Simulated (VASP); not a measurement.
Computed with PW91 GGA, VASP's PBE PAW potentials (set 64) (plane waves; VASP).

Input for VASP

KPOINTS:
```
Automatic mesh
0
Gamma
13 13 7
```

POSCAR:
```
Mg
1
    1.5904750469    -2.7547840400     0.0000000000
    1.5904750469     2.7547840400     0.0000000000
    0.0000000000     0.0000000000     5.0553232560
Mg
2
Direct
  0.3333330000   0.6666670000   0.2500000000
  0.6666670000   0.3333330000   0.7500000000
```

INCAR:
```
SYSTEM = Mg
PREC = Accurate; ENCUT = 520; LREAL = .False.
LASPH = .True.
EDIFF = 1E-7; NELM = 100; ALGO = Normal
ISMEAR = 1; SIGMA = 0.1
GGA = 91
IBRION = 2; NSW = 30; ISIF = 4
EDIFFG = -0.01
LWAVE = .False.; LCHARG = .False.
```

POTCAR, in this order: Mg (PBE.64 set). Program: vasp_std.

The run wrote:

OUTCAR:
```
 ion  position               nearest neighbor table
   1  0.333  0.667  0.250-   2 3.12   2 3.12   2 3.12   2 3.12   2 3.12   2 3.12
   2  0.667  0.333  0.750-   1 3.12   1 3.12   1 3.12   1 3.12   1 3.12   1 3.12
  LATTYP: Found a hexagonal cell.
 ALAT       =     3.1809504840
 C/A-ratio  =     1.5892492767
 Subroutine PRICEL returns:
 Original cell was already a primitive cell.
 Subroutine GETGRP returns: Found 24 space group operations
The static configuration has the point symmetry D_3d.
 The point group associated with its full space group is D_6h.
The dynamic configuration has the point symmetry D_3d.
 Subroutine INISYM returns: Found 24 space group operations
 Subroutine IBZKPT returns following result:
 Found     84 irreducible k-points:

 Following reciprocal coordinates:
            Coordinates               Weight
  0.000000  0.000000  0.000000      1.000000
  0.076923 -0.000000  0.000000      6.000000
  0.153846  0.000000  0.000000      6.000000
  0.230769 -0.000000  0.000000      6.000000
  0.307692  0.000000  0.000000      6.000000
  0.384615 -0.000000  0.000000      6.000000
  0.461538 -0.000000  0.000000      6.000000
  0.076923  0.076923  0.000000      6.000000
  0.153846  0.076923  0.000000     12.000000
  0.230769  0.076923  0.000000     12.000000
  0.307692  0.076923  0.000000     12.000000
  0.384615  0.076923  0.000000     12.000000
  0.461538  0.076923  0.000000      6.000000
  0.153846  0.153846  0.000000      6.000000
  0.230769  0.153846  0.000000     12.000000
  0.307692  0.153846  0.000000     12.000000
  0.384615  0.153846  0.000000     12.000000
  0.230769  0.230769  0.000000      6.000000
  0.307692  0.230769  0.000000     12.000000
  0.384615  0.230769  0.000000      6.000000
  0.307692  0.307692  0.000000      6.000000
  0.000000  0.000000  0.142857      2.000000
  0.076923 -0.000000  0.142857     12.000000
  0.153846  0.000000  0.142857     12.000000
  0.230769 -0.000000  0.142857     12.000000
  0.307692  0.000000  0.142857     12.000000
  0.384615 -0.000000  0.142857     12.000000
  0.461538 -0.000000  0.142857     12.000000
  0.076923  0.076923  0.142857     12.000000
  0.153846  0.076923  0.142857     24.000000
  0.230769  0.076923  0.142857     24.000000
  0.307692  0.076923  0.142857     24.000000
  0.384615  0.076923  0.142857     24.000000
  0.461538  0.076923  0.142857     12.000000
  0.153846  0.153846  0.142857     12.000000
  0.230769  0.153846  0.142857     24.000000
  0.307692  0.153846  0.142857     24.000000
  0.384615  0.153846  0.142857     24.000000
  0.230769  0.230769  0.142857     12.000000
  0.307692  0.230769  0.142857     24.000000
   k-points           NKPTS =     84   k-points in BZ     NKDIM =     84   number of bands    NBANDS=      6
   number of dos      NEDOS =    301   number of ions     NIONS =      2
   total plane-waves  NPLWV =  23040
   dimension x,y,z NGX =    24 NGY =   24 NGZ =   40
   dimension x,y,z NGXF=    48 NGYF=   48 NGZF=   80
   ions per type =               2
   PREC   = accura    normal or accurate (medium, high low for compatibility)
   ISTART =      0    job   : 0-new  1-cont  2-samecut
   ICHARG =      2    charge: 1-file 2-atom 10-const
   ISPIN  =      1    spin polarized calculation?
   LNONCOLLINEAR =      F non collinear calculations
   LSORBIT =      F    spin-orbit coupling
   INIWAV =      1    electr: 0-lowe 1-rand  2-diag
   ENCUT  =  520.0 eV  38.22 Ry    6.18 a.u.   5.91  5.91  9.40*2*pi/ulx,y,z
   NELM   =    100;   NELMIN=  2; NELMDL= -5     # of ELM steps
   EDIFF  = 0.1E-06   stopping-criterion for ELM
   LREAL  =      F    real-space projection
...
```

File OSZICAR:
```
       N       E                     dE             d eps       ncg     rms          rms(c)
DAV:   1    -0.697061349291E-02   -0.69706E-02   -0.13172E+03  1008   0.477E+02
DAV:   2    -0.292187622518E+01   -0.29149E+01   -0.28561E+01  1344   0.294E+01
DAV:   3    -0.294182521385E+01   -0.19949E-01   -0.19102E-01  1440   0.319E+00
DAV:   4    -0.294188246649E+01   -0.57253E-04   -0.57246E-04  1428   0.145E-01
DAV:   5    -0.294188276458E+01   -0.29809E-06   -0.29810E-06  1368   0.747E-03    0.923E-01
DAV:   6    -0.293972621858E+01    0.21565E-02   -0.10211E-03  1296   0.343E-01    0.595E-01
DAV:   7    -0.293847881678E+01    0.12474E-02   -0.34861E-03  1092   0.706E-01    0.326E-02
DAV:   8    -0.293847851052E+01    0.30626E-06   -0.87781E-06  1632   0.255E-02    0.162E-02
DAV:   9    -0.293848281036E+01   -0.42998E-05   -0.58026E-06  1164   0.230E-02    0.856E-04
DAV:  10    -0.293848287943E+01   -0.69074E-07   -0.54592E-08  1290   0.223E-03
   1 F= -.29384829E+01 E0= -.29377367E+01  d E =-.293848E+01
       N       E                     dE             d eps       ncg     rms          rms(c)
DAV:   1    -0.293951245033E+01   -0.10296E-02   -0.26665E-03  1392   0.280E-01    0.171E-02
DAV:   2    -0.293951279856E+01   -0.34822E-06   -0.13683E-05  1212   0.282E-02    0.110E-02
DAV:   3    -0.293951205372E+01    0.74484E-06   -0.22211E-06  1284   0.119E-02    0.347E-04
DAV:   4    -0.293951206848E+01   -0.14760E-07   -0.11360E-08   900   0.960E-04
   2 F= -.29395121E+01 E0= -.29388524E+01  d E =-.102919E-02
       N       E                     dE             d eps       ncg     rms          rms(c)
DAV:   1    -0.294016418031E+01   -0.65213E-03   -0.56132E-03  1386   0.405E-01    0.232E-02
DAV:   2    -0.294016574557E+01   -0.15653E-05   -0.29009E-05  1164   0.409E-02    0.149E-02
DAV:   3    -0.294016482146E+01    0.92411E-06   -0.42577E-06  1290   0.168E-02    0.473E-04
DAV:   4    -0.294016484287E+01   -0.21408E-07   -0.21391E-08   972   0.131E-03
   3 F= -.29401648E+01 E0= -.29397685E+01  d E =-.168196E-02
```

**OUTCAR**
```
------------------------ aborting loop because EDIFF is reached ----------------------------------------
  FORCE on cell =-STRESS in cart. coord.  units (eV):
  Direction    XX          YY          ZZ          XY          YZ          ZX
  --------------------------------------------------------------------------------------
  Total        0.3332939      0.3332940      0.3570419      0.0000000      0.0000000      0.0000000
  in kB       12.0543729     12.0543770     12.9132739      0.0000000      0.0000000      0.0000000
  external PRESSURE =      12.3406746 kB  Pullay stress =       0.0000000 kB
  volume of cell :       44.30
      direct lattice vectors                 reciprocal lattice vectors
     1.581884414 -2.739904638  0.000000000     0.316078720 -0.182488103 -0.000000000
     1.581884414  2.739904638 -0.000000000     0.316078720  0.182488103 -0.000000000
     0.000000000  0.000000000  5.110379528     0.000000000  0.000000000  0.195680183
 POSITION                                       TOTAL-FORCE (eV/Angst)
 -----------------------------------------------------------------------------------
      1.58188      0.91330      1.27759        -0.000000      0.000000      0.000000
      1.58188     -0.91330      3.83278         0.000000     -0.000000      0.000000
 -----------------------------------------------------------------------------------
    total drift:                                0.000001     -0.000006      0.000001
  FREE ENERGIE OF THE ION-ELECTRON SYSTEM (eV)
  ---------------------------------------------------
  free  energy   TOTEN  =        -2.9401648429 eV

  energy  without entropy=       -2.9389757838  energy(sigma->0) =       -2.93976849

 reached required accuracy - stopping structural energy minimisation
```
(Selected blocks of OUTCAR.)

CONTCAR:
```
Mg
   1.00000000000000
     1.5818844136500139   -2.7399046383151293    0.0000000000000000
     1.5818844136500139    2.7399046383151293   -0.0000000000000000
     0.0000000000000000    0.0000000000000000    5.1103795280435387
  Mg
     2
Direct
     0.3333330000000032    0.6666669999999968    0.2500000000000000
     0.6666669999999968    0.3333330000000032    0.7500000000000000
```

OUTCAR:
```
 val. band max:        2.8301105682   @ k =   0.3077   0.0000   0.0000

 cond. band min:       2.8487694636   @ k =   0.4615  -0.0000   0.2857


 Fermi energy:         2.8484500349

 k-point     1 :       0.0000    0.0000    0.0000
  band No.  band energies     occupation
      1      -4.2745      2.00000
      2       1.0971      2.00000
      3       1.6132      2.00000
      4      13.8939      0.00000
      5      13.8939      0.00000
      6      14.0527      0.00000

 k-point     2 :       0.0769   -0.0000    0.0000
  band No.  band energies     occupation
      1      -4.1556      2.00000
      2       1.2052      2.00000
      3       1.7283      2.00000
      4      11.8065      0.00000
      5      12.7889      0.00000
      6      13.6136      0.00000

 k-point     3 :       0.1538    0.0000    0.0000
  band No.  band energies     occupation
      1      -3.8000      2.00000
      2       1.5297      2.00000
      3       2.0692      2.00000
      4       9.4271      0.00000
      5      11.8013      0.00000
      6      12.4702      0.00000

 k-point     4 :       0.2308   -0.0000    0.0000
  band No.  band energies     occupation
      1      -3.2104      2.00000
      2       2.0712      2.00000
      3       2.6188      2.00547
      4       7.1979      0.00000
      5      11.0113      0.00000
      6      11.2579      0.00000

 k-point     5 :       0.3077    0.0000    0.0000
  band No.  band energies     occupation
      1      -2.3913      2.00000
      2       2.8301      1.30469
      3       3.2844     -0.00000
      4       5.2469      0.00000
      5       9.9333      0.00000
      6       9.9386      0.00000

 k-point     6 :       0.3846   -0.0000    0.0000
  band No.  band energies     occupation
      1      -1.3491      2.00000
      2       2.8994      0.24952
      3       3.8066     -0.00000
      4       4.7394     -0.00000
      5       8.0798      0.00000
      6       8.5154      0.00000
...
```

The compound is Mg in the hcp structure. This cell is one point of a volume scan, at 0.97 of the reference volume. Symmetry was kept, so distortions that lower it aren't found.
